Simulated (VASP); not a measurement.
Input of a VASP 6.6.1 run:

The input INCAR:

```
SYSTEM = TaGa2
PREC     = Accurate       ! precision mode
ENCUT    = 520            ! plane-wave cutoff, eV
EDIFF    = 1E-7           ! SCF threshold, eV
ISMEAR   = 0              ! smearing method
SIGMA    = 0.05           ! smearing width, eV
LREAL    = .False.        ! projectors in reciprocal space
LASPH    = .True.         ! aspherical terms in the spheres
NELM     = 80             ! most SCF steps
ALGO     = Normal         ! electronic algorithm
ISIF     = 2              ! what is computed and relaxed
LWAVE    = .False.        ! write WAVECAR
LCHARG   = .True.         ! write CHGCAR
GGA      = PS             ! functional
LELF     = .True.         ! ELF
LVHAR    = .True.       
NBANDS   = 26             ! bands
```

File KPOINTS:

```
regular mesh
0
Gamma
  10 10 10
  0 0 0
```

File POSCAR:

```
TaGa2
1.0
    0.0000000000      2.9426129454      2.9426129454
    2.9426129454      0.0000000000      2.9426129454
    2.9426129454      2.9426129454      0.0000000000
Ta Ga
1 2
Direct
    0.0000000000      0.0000000000      0.0000000000
    0.2500000000      0.2500000000      0.2500000000
    0.7500000000      0.7500000000      0.7500000000
```

Potentials or basis: VASP PAW PBE potentials, release 64 (Ta_pv, Ga_d).

Launch:

```sh
$ cat potpaw_PBE.64/Ta_pv/POTCAR potpaw_PBE.64/Ga_d/POTCAR > POTCAR
$ mpirun -np 1 vasp_std > vasp.out
```

What does it give for the pressure?

17.7 GPa.

Estimate the band gap on the k mesh.

none (metal or under the smearing width).

Caveat: so large a pressure means that the cell lies far from this level's equilibrium, or that cutoff or potentials fall short; the potentials were made for another functional, which shifts forces and pressure. The run has no spin-orbit coupling, so splittings on Ta are missing.
